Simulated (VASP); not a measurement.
# Ta₂Si (space group I4/mcm): computed properties

Computed with r2SCAN meta-GGA, VASP's PBE PAW potentials (set 64) (plane waves; VASP).

| Item | Value |
|---|---|
| space group | I4/mcm (140) |
| cell | a = b = 6.1782 Å, c = 5.0430 Å, α = β = γ = 90.00° |
| volume per atom | 16.04 Å^3/atom |
| band gap (over mesh and band path) | none (metal, semimetal or under 0.01 eV) |
| density | 13.46 g/cm³ |

```xyz
6
Lattice="-3.0891 3.0891 2.5215 3.0891 -3.0891 2.5215 3.0891 3.0891 -2.5215" Properties=species:S:1:pos:R:3 pbc="T T T"
Ta     2.0797     1.0095     2.5215
Ta     1.0095     2.0797     0.0000
Ta    -1.0095     2.0797     2.5215
Ta     4.0986     1.0095     0.0000
Si     0.0000     0.0000     1.2608
Si     0.0000     0.0000     3.7823
```

Unless said otherwise, spin-orbit coupling is left out, though it shifts the bands of the heavy elements here.

The structure comes from a computed database's Ta2Si entry (I4/mcm); how it stands against other phases isn't given here. It was relaxed first. Symmetry was kept, so distortions that lower it aren't found.
